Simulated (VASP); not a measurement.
# What goes wrong when NbAs is relaxed with a bad input

Some relaxations of NbAs get a fault in the input on purpose. Which of them show, and how? The starting structure is a measured crystal structure from the Crystallography Open Database. The first relaxation on each setting starts from this cell expanded by 3 % in volume.

Main program and level: VASP 6.6.1; Kohn-Sham DFT with plane waves and PAW; PBEsol.

### Step 1. The structure

The structure is tetragonal, space group I4_1md (No. 109). Conventional cell: a = 3.452 Å, b = 3.452 Å, c = 11.680 Å, α = 90.00°, β = 90.00°, γ = 90.00°. Nb has 6 As at 2.60 to 2.63 Å nearest. As has 6 Nb at 2.60 to 2.63 Å nearest. Farther neighbours are not listed.

### Step 2. Reference relaxation

This run starts from the cell of an earlier relaxation, which isn't shown; the restart sets up the plane waves anew.

File INCAR:

```
SYSTEM = NbAs
PREC = Accurate
ENCUT = 450
EDIFF = 1E-06
NELM = 100
ISMEAR = 1
SIGMA = 0.15
LREAL = .FALSE.
ALGO = Normal
GGA = PS
NBANDS = 24
LASPH = .TRUE.
LORBIT = 11
LWAVE = .FALSE.
LCHARG = .FALSE.
KPAR = 16
IBRION = 2
NSW = 50
ISIF = 3
EDIFFG = -0.006
```

File POSCAR:

```
NbAs
1.0
   -1.7201002489      1.7201002489      5.7962203544
    1.7201002489     -1.7201002489      5.7962203544
    1.7201002489      1.7201002489     -5.7962203544
Nb As
2 2
Direct
    0.4987407506      0.9987407506      0.5000000000
    0.7487407506      0.7487407506      0.0000000000
    0.9172592494      0.4172592494      0.5000000000
    0.1672592494      0.1672592494      0.0000000000
```

File KPOINTS:

```
Automatic mesh
0
Gamma
14 14 14
0 0 0
```

PAW data sets: Nb_sv and As (PBE family, release 64).

Command:

```sh
$ mpirun -np 16 vasp_std
```

The log of the run:

```text
[banner, memory and clock lines left out]
running   16 mpi-ranks, on    1 nodes
 distrk:  each k-point on    1 cores,   16 groups
 distr:  one band on    1 cores,    1 groups

 POSCAR found type information on POSCAR NbAs
 POSCAR found :  2 types and       4 ions
|                                                                             |
|           W    W    AA    RRRRR   N    N  II  N    N   GGGG   !!!           |
|           W    W   A  A   R    R  NN   N  II  NN   N  G    G  !!!           |
|           W    W  A    A  R    R  N N  N  II  N N  N  G       !!!           |
|           W WW W  AAAAAA  RRRRR   N  N N  II  N  N N  G  GGG   !            |
|           WW  WW  A    A  R   R   N   NN  II  N   NN  G    G                |
|           W    W  A    A  R    R  N    N  II  N    N   GGGG   !!!           |
|                                                                             |
|     For optimal performance we recommend to set                             |
|       NCORE = 2 up to number-of-cores-per-socket                            |
|     NCORE specifies how many cores store one orbital (NPAR=cpu/NCORE).      |
|     This setting can greatly improve the performance of VASP for DFT.       |
|     The default, NCORE=1 might be grossly inefficient on modern             |
|     multi-core architectures or massively parallel machines. Do your        |
|     Unfortunately you need to use the default for GW and RPA                |
|     calculations (for HF NCORE is supported but not extensively tested      |
|     yet).                                                                   |
|                                                                             |

|                                                                             |
|               ----> ADVICE to this user running VASP <----                  |
|                                                                             |
|     You enforced a specific xc type in the INCAR file but a different       |
|     [... a line on the potential file left out ...]
|     I HOPE YOU KNOW WHAT YOU ARE DOING!                                     |
|                                                                             |

 LDA part: xc-table for (Slater+PW92), standard interpolation
 POSCAR, INCAR and KPOINTS ok, starting setup
 FFT: planning ... GRIDC
 FFT: planning ... GRID_SOFT
 FFT: planning ... GRID
 WAVECAR not read
 entering main loop
       N       E                     dE             d eps       ncg     rms          rms(c)
DAV:   1     0.315825057704E+03    0.31583E+03   -0.17891E+04 11768   0.133E+03
DAV:   2    -0.102051392324E+02   -0.32603E+03   -0.31906E+03 14320   0.488E+02
DAV:   3    -0.356217840907E+02   -0.25417E+02   -0.25100E+02 21352   0.999E+01
DAV:   4    -0.371083966646E+02   -0.14866E+01   -0.14817E+01 17416   0.210E+01
DAV:   5    -0.371554332648E+02   -0.47037E-01   -0.47024E-01 19672   0.393E+00    0.117E+01
DAV:   6    -0.351565023860E+02    0.19989E+01   -0.86706E+00 17576   0.191E+01    0.332E+00
DAV:   7    -0.351370331306E+02    0.19469E-01   -0.45081E-01 18792   0.378E+00    0.202E+00
DAV:   8    -0.351230887367E+02    0.13944E-01   -0.65497E-02 17768   0.158E+00    0.398E-01
DAV:   9    -0.351231685302E+02   -0.79793E-04   -0.61002E-03 19792   0.528E-01    0.231E-01
DAV:  10    -0.351232688055E+02   -0.10028E-03   -0.11176E-03 15640   0.315E-01    0.321E-02
DAV:  11    -0.351232563542E+02    0.12451E-04   -0.72375E-05 17736   0.649E-02    0.134E-02
DAV:  12    -0.351232537838E+02    0.25704E-05   -0.70704E-06 16944   0.249E-02    0.339E-03
DAV:  13    -0.351232535743E+02    0.20954E-06   -0.24291E-07 11392   0.442E-03
   1 F= -.35123254E+02 E0= -.35123375E+02  d E =-.351233E+02
 curvature:   0.00 expect dE= 0.000E+00 dE for cont linesearch  0.000E+00
 trial: gam= 0.00000 g(F)=  0.486E-06 g(S)=  0.765E-05 ort = 0.000E+00 (trialstep = 0.100E+01)
 search vector abs. value=  0.813E-05
 reached required accuracy - stopping structural energy minimisation
```

Run time: 44 s. Hardware: 16 MPI ranks of Intel Xeon 6975P-C (Granite Rapids), shared host; peak memory 9.1 GiB; 12 min of CPU time.

Lines that name or quote the potential files are left out of all logs, and their timing lines are given in words.

OUTCAR, selected parts (step 2):

```text
ion  position               nearest neighbor table
   1  0.499  0.999  0.500-   4 2.60   4 2.60   3 2.61   3 2.61   3 2.61   3 2.61
   2  0.749  0.749  0.000-   3 2.60   3 2.60   4 2.61   4 2.61   4 2.61   4 2.61
   3  0.917  0.417  0.500-   2 2.60   2 2.60   1 2.61   1 2.61   1 2.61   1 2.61
   4  0.167  0.167  0.000-   1 2.60   1 2.60   2 2.61   2 2.61   2 2.61   2 2.61

  LATTYP: Found a body centered tetragonal cell.
 ALAT       =     3.4402004978
 C/A-ratio  =     3.3696991545

 Subroutine GETGRP returns: Found  8 space group operations
 (whereof  4 operations were pure point group operations)

The static configuration has the point symmetry C_2v.
 The point group associated with its full space group is C_4v.

 Found    244 irreducible k-points:

   k-points           NKPTS =    244   k-points in BZ     NKDIM =    244   number of bands    NBANDS=     24

   dimension x,y,z NGX =    48 NGY =   48 NGZ =   48
   dimension x,y,z NGXF=    96 NGYF=   96 NGZF=   96

   ENCUT  =  450.0 eV  33.07 Ry    5.75 a.u.  10.87 10.87 10.87*2*pi/ulx,y,z

   NELECT =      36.0000    total number of electrons

 k-points in reciprocal lattice and weights: Automatic mesh
   0.00000000  0.00000000  0.00000000       0.000
   0.07142857  0.00000000  0.00000000       0.003
   0.14285714 -0.00000000  0.00000000       0.003
   0.21428571  0.00000000  0.00000000       0.003
   0.28571429  0.00000000  0.00000000       0.003
   0.35714286  0.00000000  0.00000000       0.003
   0.42857143  0.00000000  0.00000000       0.003
   0.50000000 -0.00000000  0.00000000       0.001
   0.07142857  0.07142857  0.00000000       0.003
[...]
-0.42857143 -0.42857143  0.42857143       0.001
   0.50000000  0.50000000  0.50000000       0.000

 average (electrostatic) potential at core
       1 -78.9113       2 -78.9113       3 -44.5938       4 -44.5938

 E-fermi :   9.7018

 k-point     1 :       0.0000    0.0000    0.0000
  band No.  band energies     occupation
    ...
     14       7.4574      2.00000
     15       7.5836      2.00000
     16       7.9763      2.00000
     17       8.3029      2.00000
     18       8.3029      2.00000
     19      10.3876     -0.00000
     20      10.9832     -0.00000
     21      12.2040     -0.00000
     22      12.7279      0.00000
     23      12.7279      0.00000
    ...

 k-point     2 :       0.0714    0.0000    0.0000
  band No.  band energies     occupation
    ...
     14       7.3984      2.00000
     15       7.6215      2.00000
     16       7.8893      2.00000
     17       8.2794      2.00000
     18       8.3897      2.00000
     19      10.3018     -0.00000
     20      10.8818     -0.00000
     21      12.1014     -0.00000
     22      12.5994     -0.00000
     23      12.8921      0.00000
    ...

 k-point     3 :       0.1429   -0.0000    0.0000
  band No.  band energies     occupation
    ...
     14       7.2467      2.00000
     15       7.7597      2.00000
     16       7.9387      2.00000
     17       8.1722      2.00000
     18       8.6034      2.00000
     19      10.1470     -0.00022
     20      10.7096     -0.00000
     21      11.6661     -0.00000
     22      12.5300     -0.00000
     23      12.7752      0.00000
    ...

  Total       -0.0149272     -0.0149272     -0.0137283      0.0000000      0.0000000      0.0000000
  in kB       -0.3486385     -0.3486385     -0.3206379      0.0000000      0.0000000      0.0000000
  external PRESSURE =      -0.3393049 kB  Pullay stress =       0.0000000 kB

  energy-cutoff  :      450.00
  volume of cell :       68.60
      direct lattice vectors                 reciprocal lattice vectors
    -1.720100249  1.720100249  5.796220354     0.000000000  0.290680732  0.086263111
     1.720100249 -1.720100249  5.796220354     0.290680732  0.000000000  0.086263111
     1.720100249  1.720100249 -5.796220354     0.290680732  0.290680732  0.000000000

 POSITION                                       TOTAL-FORCE (eV/Angst)
 -----------------------------------------------------------------------------------
      1.72010      0.00000      5.78162        -0.000000     -0.000000     -0.001586
      0.00000      0.00000      8.67973        -0.000000     -0.000000     -0.001586
      0.00000      1.72010      4.83705         0.000000     -0.000000      0.001586
      0.00000      0.00000      1.93894        -0.000000      0.000000      0.001586
 -----------------------------------------------------------------------------------
    total drift:                                0.000000      0.000000     -0.000239

  FREE ENERGIE OF THE ION-ELECTRON SYSTEM (eV)
  ---------------------------------------------------
  free  energy   TOTEN  =       -35.1232535743 eV

  energy  without entropy=      -35.1236181760  energy(sigma->0) =      -35.12337511

 reached required accuracy - stopping structural energy minimisation

 total charge
# of ion       s       p       d       tot
------------------------------------------
    1        2.150   6.014   2.502  10.666
    2        2.150   6.014   2.502  10.666
    3        1.202   1.650   0.078   2.930
    4        1.202   1.650   0.078   2.930
--------------------------------------------------
tot          6.703  15.329   5.160  27.192

[... 3 further parts left out ...]
```

CONTCAR:

```
NbAs
   1.00000000000000
    -1.7201002488999999    1.7201002488999999    5.7962203543999999
     1.7201002488999999   -1.7201002488999999    5.7962203543999999
     1.7201002488999999    1.7201002488999999   -5.7962203543999999
  Nb              As
     2     2
Direct
     0.4987407505999997    0.9987407505999997    0.5000000000000000
     0.7487407505999997    0.7487407505999997    0.0000000000000000
     0.9172592493999971    0.4172592493999971    0.5000000000000000
     0.1672592493999971    0.1672592493999971    0.0000000000000000
```

The PAW data sets were made with PBE, which is usual practice but a small mismatch for other functionals. The run keeps the 8 symmetry operations of its start, so it cannot find a distortion of lower symmetry.

The reference relaxation ends at 17.150 Å³ an atom.

### Step 3. Relaxation with a loose energy criterion for the relaxation

A slip made on purpose: a loose energy criterion for the relaxation. Against step 2 the input has EDIFFG = 0.1 (also changed: NELM).

Edit INCAR of step 2 so:

```diff
@@ -4,3 +4,3 @@
 EDIFF = 1E-06
-NELM = 100
+NELM = 60
 ISMEAR = 1
@@ -19,2 +19,2 @@
 ISIF = 3
-EDIFFG = -0.006
+EDIFFG = 0.1
```

File POSCAR:

```
NbAs
1.0
   -1.7429387351      1.7429387351      5.8978255429
    1.7429387351     -1.7429387351      5.8978255429
    1.7429387351      1.7429387351     -5.8978255429
Nb As
2 2
Direct
    0.5000000000      0.0000000000      0.5000000000
    0.7500000000      0.7500000000      0.0000000000
    0.9160000000      0.4160000000      0.5000000000
    0.1660000000      0.1660000000      0.0000000000
```

KPOINTS is that of step 2.

Command:

```sh
$ mpirun -np 16 vasp_std
```

The log of the run:

```text
[banner, memory and clock lines left out]
running   16 mpi-ranks, on    1 nodes
[...]
[... a notice as in an earlier step ...]

 [... a notice as in an earlier step ...]

 LDA part: xc-table for (Slater+PW92), standard interpolation
 POSCAR, INCAR and KPOINTS ok, starting setup
[...]
entering main loop
       N       E                     dE             d eps       ncg     rms          rms(c)
DAV:   1     0.315068917667E+03    0.31507E+03   -0.17901E+04 11768   0.132E+03
DAV:   2    -0.103403959942E+02   -0.32541E+03   -0.31851E+03 14456   0.484E+02
DAV:   3    -0.356414202244E+02   -0.25301E+02   -0.25002E+02 21232   0.994E+01
DAV:   4    -0.371860002757E+02   -0.15446E+01   -0.15397E+01 17712   0.213E+01
[...]
DAV:  11    -0.350499311805E+02    0.13419E-04   -0.57304E-05 16800   0.645E-02    0.129E-02
DAV:  12    -0.350499289822E+02    0.21982E-05   -0.41906E-06 13920   0.181E-02    0.356E-03
DAV:  13    -0.350499286974E+02    0.28482E-06   -0.32840E-07 11288   0.602E-03
[...]
DAV:  10    -0.349017684686E+02    0.44557E-05   -0.13538E-05 17408   0.300E-02    0.633E-03
DAV:  11    -0.349017684305E+02    0.38037E-07   -0.77770E-07 10568   0.924E-03
   2 F= -.34901768E+02 E0= -.34901862E+02  d E =0.148160E+00
 trial-energy change:    0.148160  1 .order    0.171255   -0.372804    0.715315
 step:   0.3724(harm=  0.3426)  dis= 0.00453  next Energy=   -35.120533 (dE=-0.706E-01)
[...]
N       E                     dE             d eps       ncg     rms          rms(c)
DAV:   1    -0.364437226177E+02   -0.15420E+01   -0.47582E+01 14752   0.764E+01    0.824E+00
DAV:   2    -0.353732341849E+02    0.10705E+01   -0.67554E+00 18320   0.234E+01    0.362E+00
DAV:   3    -0.351152064264E+02    0.25803E+00   -0.48250E-01 21264   0.549E+00    0.123E+00
DAV:   4    -0.351023715102E+02    0.12835E-01   -0.30448E-01 21344   0.262E+00    0.779E-01
[...]
DAV:   8    -0.351224442660E+02    0.14895E-05   -0.36588E-05 19576   0.414E-02    0.183E-02
DAV:   9    -0.351224551107E+02   -0.10845E-04   -0.96277E-06 17704   0.226E-02    0.296E-03
DAV:  10    -0.351224545210E+02    0.58968E-06   -0.13680E-06 12640   0.901E-03
   3 F= -.35122455E+02 E0= -.35122631E+02  d E =-.725258E-01
[...]
reached required accuracy - stopping structural energy minimisation
```

Wall time 2.8 min (16 MPI ranks); peak memory 9.8 GiB.

From OUTCAR (step 3):

```text
  Total        0.0224156      0.0224156     -0.0657133      0.0000000      0.0000000      0.0000000
  in kB        0.5229410      0.5229410     -1.5330486      0.0000000      0.0000000      0.0000000
  external PRESSURE =      -0.1623889 kB  Pullay stress =       0.0000000 kB

 POSITION                                       TOTAL-FORCE (eV/Angst)
 -----------------------------------------------------------------------------------
      1.71658     -0.00000      5.82241        -0.000000     -0.000000     -0.184844
      0.00000      0.00000      8.73573         0.000000      0.000000     -0.184844
      0.00000      1.71658      4.85197         0.000000     -0.000000      0.184844
      0.00000      0.00000      1.93866        -0.000000      0.000000      0.184844
 -----------------------------------------------------------------------------------
    total drift:                                0.000000      0.000000     -0.000017

  FREE ENERGIE OF THE ION-ELECTRON SYSTEM (eV)
  ---------------------------------------------------
  free  energy   TOTEN  =       -35.1224545210 eV

  energy  without entropy=      -35.1229848530  energy(sigma->0) =      -35.12263130

[... 2 parts as in an earlier step ...]

[... 2 further parts left out ...]
[key lines of the parts left out:]
E-fermi :   9.6861
```

With a loose energy criterion for the relaxation the cell ends at 17.169 Å³ an atom, +0.11 % from the reference, a by -0.2 % and c by +0.5 %.

### Step 4. Relaxation with too few ionic steps

A slip made on purpose: too few ionic steps. Against step 2 the input has NSW = 2 (also changed: NELM).

Edit INCAR of step 3 so:

```diff
@@ -17,4 +17,4 @@
 IBRION = 2
-NSW = 50
+NSW = 2
 ISIF = 3
-EDIFFG = 0.1
+EDIFFG = -0.006
```

POSCAR is that of step 3.

KPOINTS is that of step 3.

Command:

```sh
$ mpirun -np 16 vasp_std
```

The log of the run:

```text
[... set-up lines as in an earlier step ...]
 entering main loop
       N       E                     dE             d eps       ncg     rms          rms(c)
[... 13 cycles as in an earlier step ...]
   1 F= -.35049929E+02 E0= -.35050156E+02  d E =-.350499E+02
[...]
N       E                     dE             d eps       ncg     rms          rms(c)
[... 11 cycles as in an earlier step ...]
   2 F= -.34901768E+02 E0= -.34901862E+02  d E =0.148160E+00
 trial-energy change:    0.148160  1 .order    0.171255   -0.372804    0.715315
 step:   0.3724(harm=  0.3426)  dis= 0.00453  next Energy=   -35.120533 (dE=-0.706E-01)
```

Elapsed: 1.8 min, on 16 MPI ranks; peak memory 9.7 GiB.

OUTCAR, selected parts (step 4):

```text
  Total        6.8147627      6.8147627      4.9841632      0.0000000      0.0000000      0.0000000
  in kB      171.0657602    171.0657602    125.1136253      0.0000000      0.0000000      0.0000000
  external PRESSURE =     155.7483819 kB  Pullay stress =       0.0000000 kB

 POSITION                                       TOTAL-FORCE (eV/Angst)
 -----------------------------------------------------------------------------------
      1.67216     -0.00000      5.69488        -0.000000     -0.000000      0.006186
      1.67216      1.67216      2.84156        -0.000000     -0.000000      0.006186
      0.00000      1.67216      4.75968         0.000000      0.000000     -0.006186
      1.67216      1.67216     -3.80027         0.000000      0.000000     -0.006186
 -----------------------------------------------------------------------------------
    total drift:                               -0.000000     -0.000000     -0.000017

  FREE ENERGIE OF THE ION-ELECTRON SYSTEM (eV)
  ---------------------------------------------------
  free  energy   TOTEN  =       -34.9017684305 eV

  energy  without entropy=      -34.9020486307  energy(sigma->0) =      -34.90186183

[... 1 part as in an earlier step ...]

[... 2 further parts left out ...]
[key lines of the parts left out:]
E-fermi :  10.6472
```

The relaxation used up its 2 ionic steps (NSW) before forces and stress met EDIFFG.

[end of part 1 of 2]

[Lines on the potential files, build, host, timing and source positions are cut from VASP's logs without a mark.]

[Logs are printed without paths, hosts, clocks, repeated set-up lines and the standing remarks that a program may print on its own settings, such as how far it seeks lower states.]

[Hosts, paths, dates, database ids (printed as entryN), source tags and the programs' standing remarks are cut or masked in the printed files.]
